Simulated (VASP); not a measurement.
VASP input:

### INCAR
```
EDIFF=1E-7   # SCF stop (eV)
LREAL=.False.   # projection in real space or not
ALGO=Normal
AGGAC=0.0
PARAM1=0.1833333333
EDIFFG=-0.01
LUSE_VDW=.True.
NSW=30   # most ionic steps
IBRION=2   # conjugate gradients
SIGMA=0.1   # width (eV)
LASPH=.True.   # aspherical one-centre terms
NELM=100   # most electronic steps
PARAM2=0.22
SYSTEM=HfB2
LCHARG=.False.
ISMEAR=1   # Methfessel-Paxton
LWAVE=.False.
ISIF=4   # ions and shape, fixed volume
GGA=BO
ENCUT=520   # plane-wave cut-off (eV)
LMAXMIX=6   # l cut-off of mixed one-centre charges
PREC=Accurate
```

### KPOINTS
```
Automatic mesh
0
Gamma
11 11 9
0 0 0
```

**POSCAR**
```
HfB2
1
    1.5842197634    -2.7439493543     0.0000000000
    1.5842197634     2.7439493543     0.0000000000
    0.0000000000     0.0000000000     3.5428627467
Hf B
1 2
Direct
  0.0000000000   0.0000000000   0.0000000000
  0.3333330000   0.6666670000   0.5000000000
  0.6666670000   0.3333330000   0.5000000000
```

POTCAR, in this order: Hf_pv B (PBE.64 set). Program: vasp_std.

Write an equivalent input for Quantum ESPRESSO's pw.x.

One equivalent input (not run):
```
&CONTROL
  calculation = 'vc-relax'
  pseudo_dir = './pseudo'
  outdir = './out'
  tprnfor = .true.
  tstress = .true.
  nstep = 30
  forc_conv_thr = 0.00039
/
&SYSTEM
  ibrav = 0
  nat = 3
  ntyp = 2
  ecutwfc = 76
  occupations = 'smearing'
  smearing = 'methfessel-paxton'
  degauss = 0.00735
  input_dft = 'vdw-df-obk8'
/
&ELECTRONS
  conv_thr = 7.3e-09
  electron_maxstep = 100
/
&IONS
/
&CELL
  cell_dofree = 'shape'
/
ATOMIC_SPECIES
  Hf 178.490 Hf.upf
  B 10.810 B.upf
CELL_PARAMETERS angstrom
     1.5842198   -2.7439494    0.0000000
     1.5842198    2.7439494    0.0000000
     0.0000000    0.0000000    3.5428627
ATOMIC_POSITIONS crystal
  Hf   0.0000000  0.0000000  0.0000000
  B    0.3333330  0.6666670  0.5000000
  B    0.6666670  0.3333330  0.5000000
K_POINTS automatic
  11 11 9 0 0 0
```
What does not carry over: the potentials are each code's own (VASP's PAW set, PseudoDojo norm-conserving files in pw.x), so ENCUT and ecutwfc are chosen apart and not converted; conv_thr bounds pw.x's estimated SCF error, while EDIFF bounds the energy change between steps; forc_conv_thr acts on force components and is met together with etot_conv_thr.

The compound is HfB2 in the AlB2 type structure. This cell is one point of a volume scan, at 1.03 of the reference volume. Symmetry was kept, so distortions that lower it aren't found.
